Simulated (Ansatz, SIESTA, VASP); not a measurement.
# Code comparison for NaH₂Pd₃ (Cmmm, 6 atoms in the cell)

Self-consistent single point.

```yaml
crystal:
  lattice:
    - [2.82657, -4.31030, 0.00000]
    - [2.82657, 4.31030, 0.00000]
    - [0.00000, 0.00000, 2.81356]
  atoms:
    - { symbol: Na, position: [0.50000, 0.50000, 0.00000] }
    - { symbol: H, position: [0.21563, 0.78437, 0.00000] }
    - { symbol: H, position: [0.78437, 0.21563, 0.00000] }
    - { symbol: Pd, position: [0.00000, 0.00000, 0.00000] }
    - { symbol: Pd, position: [0.50000, 0.00000, 0.50000] }
    - { symbol: Pd, position: [0.00000, 0.50000, 0.50000] }
```

Shared settings, as Ansatz (a first-principles code) writes them: kpoints.mp_grid.grid = 5 5 8; magnetization.spin_orbit = true; scf.occupations.method = fermi_dirac; scf.occupations.width = 0.1 eV. Potentials and cutoffs stand in the table.

```csv
code,model,pressure (GPa),largest force (eV/Å),cutoff
VASP,"PBEsol, spin-orbit coupling, VASP's PBE PAW potentials (set 64)",-3.54,0.010,300 eV
SIESTA,"GGA PBEsol with spin-orbit coupling, numerical atomic orbitals DZP, PseudoDojo PBEsol fully relativistic norm-conserving potentials (rewritten from UPF to PSML)",–,0.010,grid 350 Ry
Ansatz,"PBEsol with spin-orbit coupling, PAW files made with PBE",-3.11,0.016,420 eV
```

A dash marks a value that a program does not give, or that is left out as unsure.

The spread over the programs that give each value: pressure within 0.43 GPa; largest force within 0.006 eV/Å.

SIESTA uses small atom-centred bases, whose incompleteness enters pressures, forces and empty levels differently from a plane-wave cutoff. Ansatz's pressure is given at a fixed set of plane waves, as the other plane-wave codes print theirs; with its correction for the finite basis it is -2.98 GPa.

VASP's run is marked for a possible Pulay error in its stress at this cutoff; no cutoff test was made.

The starting cell comes from a database of computed structures (which also holds hypothetical and non-ambient phases and stackings), without a prior relaxation at this level.

Keys are those of Ansatz 0.2.
